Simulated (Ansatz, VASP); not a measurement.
# Ba2TaSe4: VASP beside Ansatz, part 2 of 2

Wanted: the spread between two codes on one cell, functional and k mesh. The cell is invented: As first built, before any earlier steps moved the atoms (in the runner's words): it takes the Ba2ZrS4 structure with some of its atoms replaced by other elements, volume scaled by an estimate. It may not be a known or stable phase. The cell is taken from a series of VASP runs on this material, whose earlier steps may have relaxed, scaled or displaced it; both programs get it as it stands.

VASP 6.6.1 and Ansatz 0.2.0.

So far: The structure; VASP: relaxation of cell and atoms, PBE.

### Step 3. Ansatz: relaxation of cell and atoms, PBE

Level of this step: Ansatz beside VASP: Kohn-Sham DFT, plane waves, PBE (Ansatz).

Ansatz runs on its default PAW (the set named soft_2) files.

The same cell, functional, mesh and smearing now go to Ansatz, which takes its cutoff from its data sets.

Contents of input.yaml:

```yaml
crystal:
  lattice:
    - [-2.5376330992, 2.5376330992, 8.2078831919]
    - [2.5376330992, -2.5376330992, 8.2078831919]
    - [2.5376330992, 2.5376330992, -8.2078831919]
  atoms:
    - { symbol: Ta, position: [0.0, 0.0, 0.0] }
    - { symbol: Ba, position: [0.6408807346, 0.6408807346, 0.0] }
    - { symbol: Ba, position: [0.3591192654, 0.3591192654, 0.0] }
    - { symbol: Se, position: [0.5, 0.0, 0.5] }
    - { symbol: Se, position: [0.0, 0.5, 0.5] }
    - { symbol: Se, position: [0.8373989808, 0.8373989808, 0.0] }
    - { symbol: Se, position: [0.1626010192, 0.1626010192, 0.0] }
hamiltonian:
  xc: pbe
  pseudopotentials: { kind: paw }
kpoints:
  mp_grid: { grid: [6, 6, 6] }
scf:
  occupations: { method: fermi_dirac, width: 0.05 }
relax:
  f_tol: 0.01
  max_steps: 60
  cell: { stress_tol: 0.05 }
output:
  forces: true
  stress: true
  write_density: true
  write_potential: true
  elf: true
  volumetric_format: npy
```

The run is started by

```console
ansatz run input.yaml --threads 4 --pin off --max-ram 9216MiB --backend cpu --events-out ev --progress --plain --runs-dir out
```

Numbers of over 12 decimals in the logs are rounded to 6 here.

Output:

```text
basis.fft_grid_basis auto: the FFT boxes are laid along the combinations [[1, -1, 0], [0, 1, 0], [1, 0, 1]] of the cell's own vectors, 7.178, 8.958 and 5.075 Å long. The dense box has 48×60×36 points. Along the cell's own vectors, as sized, it would have 60×60×60, 2.08 times as many. Of the 16 symmetry operations that the crystal satisfies within crystal.symmetry.tolerance (time reversal apart; of a slab, those that  [...]
Engine: ansatz 0.2.0, x86_64-unknown-linux-gnu
Pseudopotentials: kind: paw
Pseudopotential: Ta, paw, valence charge 13, recommended cutoff 420 eV (normal), Ta.paw.azcp
Pseudopotential: Ba, paw, valence charge 10, recommended cutoff 420 eV (normal), Ba.paw.azcp
Pseudopotential: Se, paw, valence charge 16, recommended cutoff 420 eV (normal), Se.paw.azcp
Functional definition: PBE
  parameter kappa = 0.804
  parameter beta = 0.066725
  exchange = pbe_x(kappa = kappa, mu = beta*pi^2/3)
  correlation = pbe_c(beta = beta)
Crystal: 7 atoms, lattice volume = 211.421 Å³
Basis set: ecut = 420 eV, 4111 PW (Γ), FFT grids on a1−a2, a2, a1+a3, exchange–correlation on 96×120×72 points (8 copies of the dense FFT grid, shifted against one another)
Bands: 59, of which v1, the nominal top of the filled ones, is band 49 counted from 1 (48 counted from 0)
Symmetry: 16 space group operations
Space group: I4/mmm (ITA 139), of the structure as read, at distance tolerance 6.0e-5 Å
k-points: 30 of 216
Non-local potential: Ta, projectors of the file, l = 0: 3, l = 1: 2, l = 2: 2, l = 3: 1
Non-local potential: Ba, projectors of the file, l = 0: 3, l = 1: 2, l = 2: 2, l = 3: 2
Non-local potential: Se, projectors of the file, l = 0: 2, l = 1: 2, l = 2: 3, l = 3: 1
PAW form: soft (Blöchl's): semilocal exchange-correlation on the pseudo side does not see the compensation charge
PAW one-centre angular grid: Ta, 590 points (default); XC on 64 Gauss nodes
PAW one-centre angular grid: Ba, 194 points (default); XC on 64 Gauss nodes
PAW one-centre angular grid: Se, 590 points (default); XC on 64 Gauss nodes
Initial density: superposition of atomic densities (neutral atoms: chi_scale 0, normalization atom), corrected by the library's trained network
Initial wavefunctions: pseudopotential atomic-orbital guess
Functional: x = pbe(κ = 0.804, μ = 0.219515), c = pbe(β = 0.066725)
SCF iter   1: F=—  HF=-43717.792989 eV  |F-HF|=—  |Δ(HF+E_count)|=         —  Δρ=1.94e-3  dr2=1.56e-2  ethr=1.77e-3  ⟨swp⟩=8.1  Hψ=7389  notcnv=0  defer=12
preconditioner: auto → LDOS  [metal: Δε(μ)=0.042 eV  Ē_g=10.179 eV  σ=0.050 eV  W_gap=0.21  n_scr=50 (ndim 8)  ℏωp=17.1 eV  f_vac=0.058  D(μ)=3.04/eV (n_scr^D=12)  β→1.0]
SCF iter   2: F=—  HF=-43717.793229 eV  |F-HF|=—  |Δ(HF+E_count)|=   2.40e-4  Δρ=9.08e-4  dr2=2.82e-3  ethr=1.61e-5  ⟨swp⟩=2.0  Hψ=3712  notcnv=0  defer=70
SCF iter   3: F=—  HF=-43717.792836 eV  |F-HF|=—  |Δ(HF+E_count)|=   3.92e-4  Δρ=4.93e-4  dr2=1.44e-3  ethr=2.91e-6  ⟨swp⟩=2.0  Hψ=2846  notcnv=0  defer=70
SCF iter   4: F=—  HF=-43717.792600 eV  |F-HF|=—  |Δ(HF+E_count)|=   2.36e-4  Δρ=2.07e-4  dr2=1.47e-4  ethr=1.48e-6  ⟨swp⟩=2.0  Hψ=2265  notcnv=0  defer=70
SCF iter   5: F=—  HF=-43717.792572 eV  |F-HF|=—  |Δ(HF+E_count)|=   2.75e-5  Δρ=6.76e-5  dr2=1.41e-5  ethr=1.52e-7  ⟨swp⟩=2.1  Hψ=3143  notcnv=0  defer=70
SCF iter   6: F=—  HF=-43717.792486 eV  |F-HF|=—  |Δ(HF+E_count)|=   8.58e-5  Δρ=2.41e-5  dr2=2.31e-6  ethr=1.45e-8  ⟨swp⟩=2.0  Hψ=3140  notcnv=0  defer=70
SCF iter   7: F=-43717.792486 eV  HF=-43717.792486 eV  |F-HF|=7.38e-9  |Δ(HF+E_count)|=   3.44e-7  Δρ=6.01e-6  dr2=6.22e-8  ethr=1.03e-10  ⟨swp⟩=8.7  Hψ=14058  notcnv=0
SCF 1 converged in 7 iterations: F = -43717.792486 eV  dr2 = 6.22e-8
  greatest PAW one-centre occupation: 1.000 electrons in one spin orbital (limit 2), on the Se atom at site 4 (counted from 0), in its partial waves of l = 2
relax step   1: F+E_penalty+E_count = -43717.79248609 eV  Δ(F+E_penalty+E_count) = +0.000e0 eV  max|allowed force component| = 7.972e-3 eV/Å  Δτ_max = 0.0000 Å  P = -0.508 GPa  Ω = 211.421 Å³  (7 SCF iters, dr2 threshold 1.00e-7 eV, accepted)
[...]
relax step   2: F+E_penalty+E_count = -43717.79559529 eV  Δ(F+E_penalty+E_count) = -3.109e-3 eV  max|allowed force component| = 2.127e-3 eV/Å  Δτ_max = 0.0083 Å  P = +0.199 GPa  Ω = 208.569 Å³  energy of the carried Pulay correction = +1.855e-4 eV  (6 SCF iters, dr2 threshold 7.00e-7 eV, accepted)
[...]
relax step   3: F+E_penalty+E_count = -43717.79601735 eV  Δ(F+E_penalty+E_count) = -4.221e-4 eV  max|allowed force component| = 1.028e-3 eV/Å  Δτ_max = 0.0018 Å  P = -0.003 GPa  Ω = 209.350 Å³  energy of the carried Pulay correction = +1.345e-4 eV  (5 SCF iters, dr2 threshold 1.10e-7 eV, accepted)
[...]
relax step   4: F+E_penalty+E_count = -43717.79589050 eV  Δ(F+E_penalty+E_count) = +1.268e-4 eV  max|allowed force component| = 8.890e-4 eV/Å  Δτ_max = 0.0000 Å  P = -0.004 GPa  Ω = 209.350 Å³  stress off target by 4.13e-3 GPa  SCF on the basis re-selected at this cell (its energy is not comparable with the rows above)  (6 SCF iters)
basis re-selected at this cell: Δ(F+E_penalty+E_count) = +1.268e-4 eV, ΔP = -0.000 GPa vs the last step (what re-selecting the basis moved, of the pressure what is left beyond the Pulay correction that the steps carried, after the strain that the cell walked since its last selection, with what the two solves' SCF thresholds leave and, on support functions, any second-order correction that the steps lacked; it is no m [...]
SCF converged after 6 iterations
Free energy (F): -43717.795890 eV
Harris-Foulkes:  -43717.795890 eV  (|F-HF|=2.91e-11)
Internal energy: -43717.770457 eV  (E = F + TS)
E sigma→0 (E₀):  -43717.783174 eV
Entropy (-TS):   -0.025434 eV (-3.633 meV/atom)
Fermi energy:    9.438686 eV
--- Per-component energies (eV) ---
  E_band       = -1803.705832
  E_kinetic    = 1179.518957
  E_local      = -13460.714254  (includes V_loc(G=0)·N_el)
  E_nonlocal   = -2258.073803
  E_hartree    = 6456.546839
  E_xc         = -974.576502
  E_vxc        = -872.194633  (∫ρ·V_xc dr)
  E_paw        = -26491.528591  (= ΣΔE_a)
  E_vpaw       = 694.666378  (= ΣTr[D̂ρ^β])
  E_aug_tail   = -0.002230  (compensation charges beyond the density's cutoff)
  E_ewald      = -8168.940871
  E_smearing   = -0.025434  (= −TS)
  E_closure    = 0.000000  (closes the sum)
  Σ components = -43717.795890   (vs F -43717.795890, Δ=0.00e0)
--- Forces (eV/Å), atoms counted from 1 ---
  atom   1  Ta     0.00000000     0.00000000     0.00000000
  atom   2  Ba     0.00000000     0.00000000     0.00088904
  atom   3  Ba    -0.00000000     0.00000000    -0.00088904
  atom   4  Se     0.00000000     0.00000000     0.00000000
  atom   5  Se     0.00000000     0.00000000     0.00000000
  atom   6  Se    -0.00000000     0.00000000    -0.00020913
  atom   7  Se     0.00000000    -0.00000000     0.00020913
  max |Σ_I F_I| component: 2.93e-18 eV/Å
--- Stress (GPa, compression-positive) ---
       -0.004135       0.000000       0.000000
        0.000000      -0.004135       0.000000
        0.000000       0.000000      -0.002469
  P = ⅓ Tr σ = -0.0036 GPa (-0.036 kbar)
--- Band table (eV; the first three rows and the last of 30) ---
  k-point 0: bands = [... 45 lower, 8.0440, 8.0638, 8.0889, 8.0889, 9.1381, 9.1381, 10.2904, 10.5992, ... 6 higher]
  k-point 1: bands = [... 45 lower, 7.3316, 7.7006, 8.0321, 9.1773, 9.2647, 9.5256, 11.1438, 11.4996, ... 6 higher]
  k-point 2: bands = [... 45 lower, 7.4482, 7.6448, 7.9841, 10.2394, 10.2455, 10.3636, 11.8330, 12.1990, ... 6 higher]
  k-point 29: bands = [... 45 lower, 7.1660, 7.9679, 7.9679, 8.0471, 9.7089, 9.7089, 10.1688, 10.9826, ... 6 higher]
--- Relaxed structure (3 steps of the walk, 3 accepted, 1 SCFs on fresh bases) ---
  F+E_penalty+E_count = -43717.79589050 eV   max|allowed force component| = 8.890e-4 eV/Å   (the final SCF, on the basis selected at the relaxed cell)
  cell:  # Å, volume = 209.3501 Å³
    - [-2.529142, 2.529142, 8.182137]
    - [2.529142, -2.529142, 8.182137]
    - [2.529142, 2.529142, -8.182137]
  atoms:
    - { symbol: Ta, position: [0, 0, 0] }
    - { symbol: Ba, position: [0.640936, 0.640936, 0] }
    - { symbol: Ba, position: [0.359064, 0.359064, 0] }
    - { symbol: Se, position: [0.5, 0, 0.5] }
    - { symbol: Se, position: [0, 0.5, 0.5] }
    - { symbol: Se, position: [0.837008, 0.837008, 0] }
    - { symbol: Se, position: [0.162992, 0.162992, 0] }
```

It took 20 s on 4 threads of Intel Xeon Platinum 8488C (Sapphire Rapids), shared host; peak memory 0.91 GiB; 72 s of CPU time.

### Step 4. Differences

Known differences besides the potentials themselves: both relaxations stop at a tolerance, which leaves soft axes loose, and VASP keeps its plane-wave basis; the data sets hold 97 valence electrons in Ansatz (default PAW (the set named soft_2) files) and 55 in VASP; the cutoff is 420 eV in Ansatz and 520 eV in VASP; VASP leaves aspherical gradient terms in its spheres out (LASPH is not set), Ansatz keeps them; Ansatz adds a Pulay correction to the stress that steers its cell, VASP none. Total energies have different zeros and are not compared.

The two programs side by side:

| quantity | Ansatz | VASP | difference |
| --- | --- | --- | --- |
| volume (Å³) | 209.35 | 211.26 | -0.90 % |
| edge a after relaxation, in the typed setting (Å) | 8.930 | 8.973 | -0.48 % |

The walks stopped with 0.00 GPa left in Ansatz and -0.01 GPa in VASP; each walk ends within a tolerance, so the volume difference is uncertain by about these residues over the bulk modulus, most in soft cells.

### Step 5. Outcome

- difference in volume (relaxation of cell and atoms, PBE): -0.90 %

The difference in volume is -0.90 % (relaxation of cell and atoms, PBE), within the 1.2 % picked in this series as the mark of a large difference, as far as the stopping tolerances let one tell. How closely two codes agree says nothing of how well the functional describes the real material.

[Lines on the potential files, build, host, timing and source positions are cut from VASP's logs without a mark.]

[Logs are printed without paths, hosts, clocks, repeated set-up lines and the standing remarks that a program may print on its own settings, such as how far it seeks lower states.]

[Hosts, paths, dates, database ids (printed as entryN), source tags and the programs' standing remarks are cut or masked in the printed files.]
